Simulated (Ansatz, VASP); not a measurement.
## In3Sb in two plane-wave programs

Wanted: the spread between two codes on one cell, functional and k mesh. The cell is generated by rule, not measured, and may not be a known phase. Of the first pair: The two relaxations start from unlike cells of this crystal (the structure described is Ansatz's start), so only their ends are compared.

Calculated with Ansatz 0.2.0; plane waves, with VASP 6.6.1 beside it; relaxation of cell and atoms at PBEsol and zone-centre phonons at PBEsol.

## Step 1: The structure

It takes space group Fm-3m (No. 225, cubic). The conventional cell has a = 8.198 Å, b = 8.198 Å, c = 8.198 Å, α = 90.00°, β = 90.00°, γ = 90.00°. Nearest to Sb lie 8 In at 3.55 Å. Nearest to In lie 4 Sb at 3.55 Å and 4 In at 3.55 Å. Nearest to In lie 8 In at 3.55 Å. Farther neighbours are not listed.

As a file:

```cif
data_structure
_symmetry_space_group_name_H-M 'P 1'
_symmetry_Int_Tables_number 1
_cell_length_a 5.7971
_cell_length_b 5.7971
_cell_length_c 5.7971
_cell_angle_alpha 60.000
_cell_angle_beta 60.000
_cell_angle_gamma 60.000
_cell_volume 137.76
loop_
_atom_site_label
_atom_site_type_symbol
_atom_site_fract_x
_atom_site_fract_y
_atom_site_fract_z
_atom_site_occupancy
Sb1 Sb 0.00000 0.00000 0.00000 1
In2 In 0.25000 0.25000 0.25000 1
In3 In 0.75000 0.75000 0.75000 1
In4 In 0.50000 0.50000 0.50000 1
```

## Step 2: VASP: relaxation of cell and atoms, PBEsol

The relaxed volume is the usual yardstick between codes: in a stiff, nearly cubic crystal its relative difference is about their pressure difference at one cell divided by the bulk modulus.

Lines of VASP's logs that name or quote its potential files are left out, and so is its time.

INCAR

```
SYSTEM = In3Sb
PREC = Accurate
ENCUT = 500
EDIFF = 1E-07
NELM = 120
ISMEAR = 0
SIGMA = 0.1
LREAL = .FALSE.
ALGO = Normal
GGA = PS
NBANDS = 28
LORBIT = 11
LWAVE = .FALSE.
LCHARG = .FALSE.
ISIF = 3
IBRION = 2
NSW = 80
EDIFFG = -0.005
LASPH = .TRUE.
GGA_COMPAT = .FALSE.
NELMIN = 4
KPAR = 2
```

POSCAR

```
In3Sb
1.0
    0.0000000000      3.7373312877      3.7373312877
    3.7373312877      0.0000000000      3.7373312877
    3.7373312877      3.7373312877      0.0000000000
Sb In
1 3
Direct
    0.0000000000      0.0000000000      0.0000000000
    0.2500000000      0.2500000000      0.2500000000
    0.7500000000      0.7500000000      0.7500000000
    0.5000000000      0.5000000000      0.5000000000
```

KPOINTS

```
Automatic mesh
0
Gamma
8 8 8
0 0 0
```

Potentials, in the order of the species: Sb and In_d (PBE family, release 64).

The run is started by

```
$ mpirun -np 2 vasp_std
```

Numbers of over 12 decimals in the logs are rounded to 6 here.

The program printed:

```text
[banner, memory and clock lines left out]
running    2 mpi-ranks, on    1 nodes
 distrk:  each k-point on    1 cores,    2 groups
 distr:  one band on    1 cores,    1 groups

 POSCAR found type information on POSCAR SbIn
 POSCAR found :  2 types and       4 ions
|                                                                             |
|               ----> ADVICE to this user running VASP <----                  |
|                                                                             |
|     You enforced a specific xc type in the INCAR file but a different       |
|     [... a line on the potential file left out ...]
|     I HOPE YOU KNOW WHAT YOU ARE DOING!                                     |
|                                                                             |

 LDA part: xc-table for (Slater+PW92), standard interpolation
 POSCAR, INCAR and KPOINTS ok, starting setup
 FFT: planning ... GRIDC
 FFT: planning ... GRID_SOFT
 FFT: planning ... GRID
 WAVECAR not read
 entering main loop
       N       E                     dE             d eps       ncg     rms          rms(c)
DAV:   1     0.381610445242E+03    0.38161E+03   -0.20431E+04  1624   0.191E+03
DAV:   2     0.214632191028E+02   -0.36015E+03   -0.35526E+03  1628   0.445E+02
DAV:   3    -0.122349221047E+02   -0.33698E+02   -0.32955E+02  1952   0.160E+02
DAV:   4    -0.134936542123E+02   -0.12587E+01   -0.12552E+01  1916   0.338E+01
DAV:   5    -0.135478646710E+02   -0.54210E-01   -0.54204E-01  2292   0.591E+00    0.448E+00
DAV:   6    -0.134368611107E+02    0.11100E+00   -0.25111E-01  2060   0.694E+00    0.220E+00
DAV:   7    -0.134177119264E+02    0.19149E-01   -0.73339E-02  2220   0.340E+00    0.523E-01
DAV:   8    -0.134155782923E+02    0.21336E-02   -0.55398E-03  2268   0.143E+00    0.196E-01
DAV:   9    -0.134154020358E+02    0.17626E-03   -0.85049E-04  2056   0.447E-01    0.416E-02
DAV:  10    -0.134154038625E+02   -0.18268E-05   -0.11206E-04  2532   0.879E-02    0.221E-02
DAV:  11    -0.134154054868E+02   -0.16242E-05   -0.10387E-05  1828   0.548E-02    0.825E-03
DAV:  12    -0.134154051036E+02    0.38315E-06   -0.12297E-06  2172   0.241E-02    0.122E-03
DAV:  13    -0.134154051321E+02   -0.28493E-07   -0.18971E-07  1260   0.687E-03
   1 F= -.13415405E+02 E0= -.13410182E+02  d E =-.134154E+02
 curvature:   0.00 expect dE= 0.000E+00 dE for cont linesearch  0.000E+00
 trial: gam= 0.00000 g(F)=  0.308E-48 g(S)=  0.228E-04 ort = 0.000E+00 (trialstep = 0.100E+01)
 search vector abs. value=  0.228E-04
 bond charge predicted
       N       E                     dE             d eps       ncg     rms          rms(c)
DAV:   1    -0.134158079498E+02   -0.40285E-03   -0.10405E-02  2136   0.151E+00    0.123E-01
DAV:   2    -0.134154622668E+02    0.34568E-03   -0.80658E-04  2148   0.450E-01    0.411E-02
DAV:   3    -0.134154152110E+02    0.47056E-04   -0.16738E-04  2296   0.190E-01    0.162E-02
DAV:   4    -0.134154157941E+02   -0.58307E-06   -0.57287E-06  1928   0.214E-02    0.530E-03
DAV:   5    -0.134154164500E+02   -0.65588E-06   -0.60856E-07  1992   0.104E-02    0.191E-03
DAV:   6    -0.134154167102E+02   -0.26028E-06   -0.70679E-08   972   0.269E-03    0.904E-04
DAV:   7    -0.134154168558E+02   -0.14558E-06   -0.24516E-08   908   0.243E-03    0.257E-04
DAV:   8    -0.134154168027E+02    0.53136E-07   -0.84150E-09   876   0.155E-03
   2 F= -.13415417E+02 E0= -.13410203E+02  d E =-.116706E-04
 trial-energy change:   -0.000012  1 .order   -0.000011   -0.000023    0.000001
 step:   0.9791(harm=  0.9763)  dis= 0.00000  next Energy=   -13.415417 (dE=-0.117E-04)
 reached required accuracy - stopping structural energy minimisation
```

Parts of OUTCAR (step 2):

```text
ion  position               nearest neighbor table
   1  0.000  0.000  0.000-   3 3.24   3 3.24   3 3.24   2 3.24   3 3.24   2 3.24   2 3.24   2 3.24
                             4 3.74   4 3.74   4 3.74   4 3.74   4 3.74   4 3.74
   2  0.250  0.250  0.250-   1 3.24   1 3.24   1 3.24   1 3.24   4 3.24   4 3.24   4 3.24   4 3.24
                             3 3.74   3 3.74   3 3.74   3 3.74   3 3.74   3 3.74
   3  0.750  0.750  0.750-   4 3.24   4 3.24   4 3.24   1 3.24   4 3.24   1 3.24   1 3.24   1 3.24
                             2 3.74   2 3.74   2 3.74   2 3.74   2 3.74   2 3.74
   4  0.500  0.500  0.500-   2 3.24   2 3.24   2 3.24   2 3.24   3 3.24   3 3.24   3 3.24   3 3.24
                             1 3.74   1 3.74   1 3.74   1 3.74   1 3.74   1 3.74

  LATTYP: Found a face centered cubic cell.
 ALAT       =     7.4746625754

 Subroutine GETGRP returns: Found 48 space group operations
 (whereof 48 operations were pure point group operations)

The static configuration has the point symmetry O_h .

 Found     29 irreducible k-points:

   k-points           NKPTS =     29   k-points in BZ     NKDIM =     29   number of bands    NBANDS=     28

   dimension x,y,z NGX =    40 NGY =   40 NGZ =   40
   dimension x,y,z NGXF=    80 NGYF=   80 NGZF=   80

   ENCUT  =  500.0 eV  36.75 Ry    6.06 a.u.   9.64  9.64  9.64*2*pi/ulx,y,z

   NELECT =      44.0000    total number of electrons

 k-points in reciprocal lattice and weights: Automatic mesh
   0.00000000  0.00000000  0.00000000       0.002
   0.12500000  0.00000000  0.00000000       0.016
   0.25000000  0.00000000  0.00000000       0.016
   0.37500000  0.00000000  0.00000000       0.016
   0.50000000  0.00000000  0.00000000       0.008
   0.12500000  0.12500000  0.00000000       0.012
   0.25000000  0.12500000  0.00000000       0.047
   0.37500000  0.12500000  0.00000000       0.047
   0.50000000  0.12500000  0.00000000       0.047
[...]
-0.37500000  0.50000000  0.12500000       0.023
  -0.25000000  0.50000000  0.25000000       0.012

 average (electrostatic) potential at core
       1 -84.9054       2 -93.2868       3 -93.2868       4 -93.3707

 E-fermi :   7.8133

 k-point     1 :       0.0000    0.0000    0.0000
  band No.  band energies     occupation
    ...
     20       6.0271      2.00000
     21       6.0271      2.00000
     22       7.4683      2.00000
     23       7.4683      2.00000
     24       7.4683      2.00000
     25       7.9009      0.21563
     26       8.5460      0.00000
     27       8.5460      0.00000
     28       8.5460      0.00000

 k-point     2 :       0.1250    0.0000    0.0000
  band No.  band energies     occupation
    ...
     20       5.8352      2.00000
     21       6.0740      2.00000
     22       6.8140      2.00000
     23       7.6250      1.99227
     24       7.6250      1.99227
     25       8.5179      0.00000
     26       8.5179      0.00000
     27       8.7402      0.00000
     28      10.0037      0.00000

 k-point     3 :       0.2500    0.0000    0.0000
  band No.  band energies     occupation
    ...
     20       5.5649      2.00000
     21       5.8906      2.00000
     22       6.8793      2.00000
     23       7.3001      2.00000
     24       7.3001      2.00000
     25       9.2339      0.00000
     26       9.2339      0.00000
     27      10.6717      0.00000
     28      12.1123      0.00000

  Total        0.0006093      0.0006093      0.0006093      0.0000000     -0.0000000      0.0000000
  in kB        0.0093591      0.0093591      0.0093591      0.0000000     -0.0000000      0.0000000
  external PRESSURE =       0.0093591 kB  Pullay stress =       0.0000000 kB

  energy-cutoff  :      500.00
  volume of cell :      104.31
      direct lattice vectors                 reciprocal lattice vectors
     0.000000000  3.736199023  3.736199023    -0.133825847  0.133825847  0.133825847
     3.736199023 -0.000000000  3.736199023     0.133825847 -0.133825847  0.133825847
     3.736199023  3.736199023  0.000000000     0.133825847  0.133825847 -0.133825847

 POSITION                                       TOTAL-FORCE (eV/Angst)
 -----------------------------------------------------------------------------------
      0.00000      0.00000      0.00000         0.000000      0.000000     -0.000000
      1.86810      1.86810      1.86810         0.000000     -0.000000      0.000000
      5.60430      5.60430      5.60430        -0.000000     -0.000000     -0.000000
      3.73620      3.73620      3.73620         0.000000      0.000000     -0.000000
 -----------------------------------------------------------------------------------
    total drift:                               -0.000000     -0.000000      0.000000

  FREE ENERGIE OF THE ION-ELECTRON SYSTEM (eV)
  ---------------------------------------------------
  free  energy   TOTEN  =       -13.4154168027 eV

  energy  without entropy=      -13.4049892837  energy(sigma->0) =      -13.41020304

 reached required accuracy - stopping structural energy minimisation

 total charge
# of ion       s       p       d       tot
------------------------------------------
    1        1.238   1.096   0.033   2.367
    2        1.005   0.484   9.856  11.345
    3        1.005   0.484   9.856  11.345
    4        1.020   0.466   9.852  11.338
--------------------------------------------------
tot          4.268   2.531  29.596  36.395

[... 3 further parts left out ...]
```

CONTCAR:

```
In3Sb
   1.00000000000000
     0.0000000000000000    3.7361990229244544    3.7361990229244544
     3.7361990229244544   -0.0000000000000000    3.7361990229244544
     3.7361990229244544    3.7361990229244544    0.0000000000000000
  Sb              In
     1     3
Direct
     0.0000000000000000    0.0000000000000000    0.0000000000000000
     0.2500000000000000    0.2500000000000000    0.2500000000000000
     0.7500000000000000    0.7500000000000000    0.7500000000000000
     0.5000000000000000    0.5000000000000000    0.5000000000000000
```

The run keeps the 48 symmetry operations of its start, so it cannot find a distortion of lower symmetry.

## Step 3: Ansatz: relaxation of cell and atoms, PBEsol

Ansatz runs on its default PAW (the set named soft_2) files.

Its own start cell and the same functional, mesh and smearing now go to Ansatz, which takes its cutoff from its data sets.

input.yaml

```yaml
crystal:
  lattice:
    - [0.0, 4.09919, 4.09919]
    - [4.09919, 0.0, 4.09919]
    - [4.09919, 4.09919, 0.0]
  atoms:
    - { symbol: Sb, position: [0.0, 0.0, 0.0] }
    - { symbol: In, position: [0.25, 0.25, 0.25] }
    - { symbol: In, position: [0.75, 0.75, 0.75] }
    - { symbol: In, position: [0.5, 0.5, 0.5] }
kpoints:
  mp_grid: { grid: [8, 8, 8] }
hamiltonian:
  xc: pbesol
scf:
  occupations: { method: gaussian, width: 0.1 }
output:
  forces: true
  stress: true
  eigenvalues: true
relax:
  adjacent_minimum: "off"
  f_tol: 0.005
  max_steps: 80
  cell: { stress_tol: 0.05 }
```

The run is started by

```
$ ansatz run input.yaml --threads 4 --pin off --max-ram 7168MiB --backend cpu --events-out ev --progress --plain --runs-dir out
```

The program printed:

```text
Engine: ansatz 0.2.0, aarch64-unknown-linux-gnu
Pseudopotentials: kind: paw
Pseudopotential: Sb, paw, valence charge 15, recommended cutoff 420 eV (normal), Sb.paw.azcp
Pseudopotential: In, paw, valence charge 13, recommended cutoff 420 eV (normal), In.paw.azcp
Functional definition: PBEsol
  exchange = pbesol_x
  correlation = pbesol_c
Crystal: 4 atoms, lattice volume = 137.760 Å³
Basis set: ecut = 420 eV, 2733 PW (Γ), exchange–correlation on 80×80×80 points (8 copies of the dense FFT grid, shifted against one another)
Bands: 33, of which v1, the nominal top of the filled ones, is band 27 counted from 1 (26 counted from 0)
Symmetry: 48 space group operations
Space group: Fm-3m (ITA 225), of the structure as read, at distance tolerance 5.2e-5 Å
k-points: 29 of 512
Non-local potential: Sb, projectors of the file, l = 0: 2, l = 1: 2, l = 2: 2, l = 3: 2
Non-local potential: In, projectors of the file, l = 0: 2, l = 1: 2, l = 2: 2, l = 3: 2
PAW form: soft (Blöchl's): semilocal exchange-correlation on the pseudo side does not see the compensation charge
PAW frozen core: Sb, regenerated for the run's functional, and the local potential with it (the file was generated under x = pbe(κ = 0.804, μ = 0.219515), c = pbe(β = 0.066725))
PAW frozen core: In, regenerated for the run's functional, and the local potential with it (the file was generated under x = pbe(κ = 0.804, μ = 0.219515), c = pbe(β = 0.066725))
PAW one-centre angular grid: Sb, 590 points (default); XC on 64 Gauss nodes
PAW one-centre angular grid: In, 590 points (default); XC on 64 Gauss nodes
Initial density: superposition of atomic densities (neutral atoms: chi_scale 0, normalization atom), corrected by the library's trained network
Initial wavefunctions: pseudopotential atomic-orbital guess
Functional: x = pbesol(κ = 0.804, μ = 0.123457), c = pbesol(β = 0.046)
SCF iter   1: F=—  HF=-22983.349719 eV  |F-HF|=—  |Δ(HF+E_count)|=         —  Δρ=2.62e-3  dr2=2.37e-2  ethr=1.77e-3  ⟨swp⟩=6.8  Hψ=3942  notcnv=0
preconditioner: auto → Kerker (q_TF=auto, 2.334 Å⁻¹)  [metal: Δε(μ)=0.095 eV  Ē_g=13.252 eV  σ=0.100 eV  W_gap=0.47  n_scr=26 (ndim 8)  ℏωp=21.0 eV  f_vac=0.000  D(μ)=1.82/eV (n_scr^D=14)]
SCF iter   2: F=—  HF=-22983.340969 eV  |F-HF|=—  |Δ(HF+E_count)|=   8.75e-3  Δρ=1.60e-3  dr2=8.79e-3  ethr=4.39e-5  ⟨swp⟩=1.1  Hψ=1192  notcnv=0
preconditioner: auto → Resta (q_TF=auto, 2.334 Å⁻¹)  ε∞=3.5  [insulator: Δε(μ)=0.102 eV  Ē_g=13.268 eV  σ=0.100 eV  W_gap=0.51  n_scr=26 (ndim 8)  ℏωp=21.0 eV  f_vac=0.000  D(μ)=1.81/eV (n_scr^D=14)  ε∞_Penn≈3.5]
SCF iter   3: F=—  HF=-22983.339160 eV  |F-HF|=—  |Δ(HF+E_count)|=   1.81e-3  Δρ=8.66e-4  dr2=6.86e-4  ethr=1.63e-5  ⟨swp⟩=2.0  Hψ=1567  notcnv=0
SCF iter   4: F=—  HF=-22983.338818 eV  |F-HF|=—  |Δ(HF+E_count)|=   3.42e-4  Δρ=1.96e-4  dr2=5.91e-5  ethr=1.27e-6  ⟨swp⟩=2.0  Hψ=1485  notcnv=0
SCF iter   5: F=—  HF=-22983.338814 eV  |F-HF|=—  |Δ(HF+E_count)|=   4.37e-6  Δρ=9.79e-5  dr2=1.70e-5  ethr=1.09e-7  ⟨swp⟩=2.0  Hψ=1716  notcnv=0
SCF iter   6: F=—  HF=-22983.338808 eV  |F-HF|=—  |Δ(HF+E_count)|=   5.48e-6  Δρ=3.24e-5  dr2=1.77e-6  ethr=3.16e-8  ⟨swp⟩=2.0  Hψ=1681  notcnv=0
SCF iter   7: F=—  HF=-22983.338808 eV  |F-HF|=—  |Δ(HF+E_count)|=   5.99e-7  Δρ=9.24e-6  dr2=1.19e-7  ethr=3.27e-9  ⟨swp⟩=2.4  Hψ=1561  notcnv=0
SCF iter   8: F=-22983.338808 eV  HF=-22983.338808 eV  |F-HF|=4.89e-9  |Δ(HF+E_count)|=   4.55e-8  Δρ=2.05e-6  dr2=4.58e-9  ethr=1.85e-10  ⟨swp⟩=7.3  Hψ=3858  notcnv=0
SCF 1 converged in 8 iterations: F = -22983.338808 eV  dr2 = 4.58e-9
  greatest PAW one-centre occupation: 0.996 electrons in one spin orbital (limit 2), on the Sb atom at site 0 (counted from 0), in its partial waves of l = 2
relax step   1: F+E_penalty+E_count = -22983.33880778 eV  Δ(F+E_penalty+E_count) = +0.000e0 eV  max|allowed force component| = 1.388e-17 eV/Å  Δτ_max = 0.0000 Å  P = -6.236 GPa  Ω = 137.760 Å³  (8 SCF iters, dr2 threshold 1.00e-7 eV, accepted)
[...]
relax step   6: F+E_penalty+E_count = -22984.20778054 eV  Δ(F+E_penalty+E_count) = +4.297e-3 eV  max|allowed force component| = 1.110e-16 eV/Å  Δτ_max = 0.0000 Å  P = -0.070 GPa  Ω = 104.507 Å³  stress off target by 7.00e-2 GPa  SCF on the basis re-selected at this cell (its energy is not comparable with the rows above)  (7 SCF iters)
[...]
relax step   7: F+E_penalty+E_count = -22984.20785344 eV  Δ(F+E_penalty+E_count) = -7.290e-5 eV  max|allowed force component| = 1.226e-16 eV/Å  Δτ_max = 0.0000 Å  P = -0.002 GPa  Ω = 104.351 Å³  energy of the carried Pulay correction = +3.774e-5 eV  (4 SCF iters, dr2 threshold 1.23e-8 eV, accepted)
[...]
relax step   8: F+E_penalty+E_count = -22984.20782991 eV  Δ(F+E_penalty+E_count) = +2.353e-5 eV  max|allowed force component| = 1.122e-16 eV/Å  Δτ_max = 0.0000 Å  P = -0.002 GPa  Ω = 104.351 Å³  stress off target by 1.95e-3 GPa  SCF on the basis re-selected at this cell (its energy is not comparable with the rows above)  (5 SCF iters)
basis re-selected at this cell: Δ(F+E_penalty+E_count) = +2.353e-5 eV, ΔP = +0.000 GPa vs the last step (what re-selecting the basis moved, of the pressure what is left beyond the Pulay correction that the steps carried, after the strain that the cell walked since its last selection, with what the two solves' SCF thresholds leave and, on support functions, any second-order correction that the steps lacked; it is no m [...]
SCF converged after 5 iterations
Free energy (F): -22984.207830 eV
Harris-Foulkes:  -22984.207830 eV  (|F-HF|=7.28e-12)
Internal energy: -22984.197421 eV  (E = F + TS)
E sigma→0 (E₀):  -22984.202626 eV
Entropy (-TS):   -0.010408 eV (-2.602 meV/atom)
Fermi energy:    10.676764 eV
--- Per-component energies (eV) ---
  E_band       = -213.449982
  E_kinetic    = 932.382971
  E_local      = -4650.671576  (includes V_loc(G=0)·N_el)
  E_nonlocal   = 1465.746750
  E_hartree    = 1912.675974
  E_xc         = -780.602131
  E_vxc        = -399.009429  (∫ρ·V_xc dr)
  E_paw        = -16742.345840  (= ΣΔE_a)
  E_vpaw       = -1387.250788  (= ΣTr[D̂ρ^β])
  E_aug_tail   = 0.000075  (compensation charges beyond the density's cutoff)
  E_ewald      = -5122.423209
  E_core_change = 1.039565  (= ΣΔE_core)
  E_smearing   = -0.010408  (= −TS)
  E_closure    = -0.000000  (closes the sum)
  Σ components = -22984.207830   (vs F -22984.207830, Δ=0.00e0)
--- Forces (eV/Å), atoms counted from 1 ---
  atom   1  Sb    -0.00000000    -0.00000000     0.00000000
  atom   2  In     0.00000000    -0.00000000    -0.00000000
  atom   3  In     0.00000000     0.00000000     0.00000000
  atom   4  In     0.00000000    -0.00000000    -0.00000000
  max |Σ_I F_I| component: 2.31e-17 eV/Å
--- Stress (GPa, compression-positive) ---
       -0.001951      -0.000000      -0.000000
       -0.000000      -0.001951      -0.000000
       -0.000000       0.000000      -0.001951
  P = ⅓ Tr σ = -0.0020 GPa (-0.020 kbar)
--- Band table (eV; the first three rows and the last of 29) ---
  k-point 0: bands = [... 23 lower, 8.8905, 8.8905, 8.8905, 10.3346, 10.3346, 10.3346, 10.7616, 11.4109, ... 2 higher]
  k-point 1: bands = [... 23 lower, 8.6994, 8.6994, 8.9377, 9.6772, 10.4904, 10.4904, 11.3830, 11.3830, ... 2 higher]
  k-point 2: bands = [... 23 lower, 8.4297, 8.4297, 8.7546, 9.7417, 10.1655, 10.1655, 12.0985, 12.0985, ... 2 higher]
  k-point 28: bands = [... 23 lower, 4.4388, 9.2084, 9.5453, 9.9837, 9.9837, 13.7406, 13.7406, 15.2041, ... 2 higher]
--- Relaxed structure (6 steps of the walk, 6 accepted, 2 SCFs on fresh bases) ---
  F+E_penalty+E_count = -22984.20782991 eV   max|allowed force component| = 1.122e-16 eV/Å   (the final SCF, on the basis selected at the relaxed cell)
  cell:  # Å, volume = 104.3505 Å³
    - [0, 3.736700, 3.736700]
    - [3.736700, 0, 3.736700]
    - [3.736700, 3.736700, 0]
  atoms:
    - { symbol: Sb, position: [0, 0, 0] }
    - { symbol: In, position: [0.25, 0.25, 0.25] }
    - { symbol: In, position: [0.75, 0.75, 0.75] }
    - { symbol: In, position: [0.5, 0.5, 0.5] }
```

## Step 4: Differences

Known differences besides the potentials themselves: the data sets hold 54 valence electrons in Ansatz (on its default PAW (the set named soft_2) files) and 44 in VASP; the cutoff is 420 eV in Ansatz and 500 eV in VASP; Ansatz makes its cores anew for this functional, VASP keeps those of its PBE data sets; Ansatz adds a Pulay correction to the stress that steers its cell, VASP none. Total energies have different zeros and are not compared.

Both answers:

```
                                         quantity  Ansatz    VASP  difference
                                      volume (Å³)  104.35  104.31     +0.04 %
edge a after relaxation, in the typed setting (Å)   5.285   5.284     +0.01 %
```

(Continued in part 2 of 2.)

[Lines on the potential files, build, host, timing and source positions are cut from VASP's logs without a mark.]

[Logs are printed without paths, hosts, clocks, repeated set-up lines and the standing remarks that a program may print on its own settings, such as how far it seeks lower states.]

[Hosts, paths, dates, database ids (printed as entryN), source tags and the programs' standing remarks are cut or masked in the printed files.]
